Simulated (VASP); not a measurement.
OSZICAR of a VASP run on HgTe (zinc blende):

**OSZICAR**
```
       N       E                     dE             d eps       ncg     rms          rms(c)
DAV:   1    -0.719204557179E+06   -0.71920E+06   -0.69810E+06  2016   0.261E+04
DAV:   2    -0.801073645569E+06   -0.81869E+05   -0.81852E+05  1744   0.194E+05
DAV:   3    -0.801456570017E+06   -0.38292E+03   -0.38031E+03  1688   0.140E+04
DAV:   4    -0.801463081265E+06   -0.65112E+01   -0.63812E+01  1991   0.132E+03
DAV:   5    -0.801463289094E+06   -0.20783E+00   -0.20763E+00  1800   0.246E+02    0.888E+01
DAV:   6    -0.532919038031E+02    0.80141E+06   -0.23180E+04  1466   0.510E+02    0.494E+01
DAV:   7    -0.337861604119E+02    0.19506E+02   -0.47261E+00  2304   0.532E+01    0.251E+01
DAV:   8    -0.214796766088E+02    0.12306E+02   -0.27716E+00  1826   0.159E+01    0.168E+01
DAV:   9    -0.181185758186E+02    0.33611E+01   -0.28831E-01  1651   0.527E+00    0.139E+01
DAV:  10    -0.136987812909E+02    0.44198E+01   -0.51985E-01  1526   0.519E+00    0.905E+00
DAV:  11    -0.119603871779E+02    0.17384E+01   -0.72270E-01  1596   0.544E+00    0.542E+00
DAV:  12    -0.118572438123E+02    0.10314E+00   -0.14133E-02  1656   0.115E+00    0.506E+00
DAV:  13    -0.114321211331E+02    0.42512E+00   -0.34384E-02  1486   0.215E+00    0.333E+00
DAV:  14    -0.113904260108E+02    0.41695E-01   -0.27084E-01  1501   0.356E+00    0.737E-01
DAV:  15    -0.114300804623E+02   -0.39654E-01   -0.27113E-02  1576   0.142E+00    0.552E-01
DAV:  16    -0.114822275348E+02   -0.52147E-01   -0.10049E-02  1456   0.145E+00    0.330E-01
DAV:  17    -0.114421910475E+02    0.40036E-01   -0.20916E-02  1456   0.167E+00    0.155E-01
DAV:  18    -0.114038794738E+02    0.38312E-01   -0.11388E-02  1456   0.870E-01    0.178E-01
DAV:  19    -0.114121388372E+02   -0.82594E-02   -0.18473E-03  1456   0.495E-01    0.991E-02
DAV:  20    -0.114100484361E+02    0.20904E-02   -0.21292E-04  1561   0.174E-01    0.810E-02
DAV:  21    -0.114072459822E+02    0.28025E-02   -0.41991E-04  1456   0.220E-01    0.717E-02
DAV:  22    -0.114135911862E+02   -0.63452E-02   -0.18646E-03  1461   0.422E-01    0.413E-02
DAV:  23    -0.114140653451E+02   -0.47416E-03   -0.28784E-04  1456   0.209E-01    0.626E-02
DAV:  24    -0.114157956383E+02   -0.17303E-02   -0.63559E-05  1456   0.102E-01    0.436E-02
DAV:  25    -0.114152319248E+02    0.56371E-03   -0.19135E-04  1456   0.155E-01    0.143E-02
DAV:  26    -0.114149097852E+02    0.32214E-03   -0.42995E-04  1456   0.233E-01    0.553E-03
DAV:  27    -0.114148990177E+02    0.10767E-04   -0.14805E-04  1456   0.130E-01    0.323E-03
DAV:  28    -0.114149141659E+02   -0.15148E-04   -0.88252E-06  1571   0.244E-02    0.227E-03
DAV:  29    -0.114149129134E+02    0.12525E-05   -0.58163E-05  1456   0.952E-02    0.133E-03
DAV:  30    -0.114149183556E+02   -0.54421E-05   -0.29576E-05  1456   0.442E-02    0.190E-03
DAV:  31    -0.114149193133E+02   -0.95769E-06   -0.25813E-06  1561   0.195E-02    0.208E-03
DAV:  32    -0.114149255402E+02   -0.62269E-05   -0.71551E-06  1456   0.257E-02    0.154E-03
DAV:  33    -0.114149280068E+02   -0.24667E-05   -0.47624E-06  1456   0.215E-02    0.825E-04
DAV:  34    -0.114149279565E+02    0.50367E-07   -0.15650E-07  1468   0.510E-03
   1 F= -.11414928E+02 E0= -.11414928E+02  d E =0.000000E+00
       N       E                     dE             ncg
       N       E                     dE             ncg
```

Q: Which electronic solver shows in the log?

A: It is blocked Davidson (ALGO = Normal, or the opening steps of other solvers). The INCAR had ALGO = Normal.

Q: Can the final energy be trusted as converged?

A: The run converged. It stopped with EDIFF = 1E-7, NELM = 100 (TPSS meta-GGA, plane waves, VASP's PBE PAW potentials (set 64)).

The compound is HgTe in the zinc blende structure. It was relaxed first, which changed the volume by +9 %.
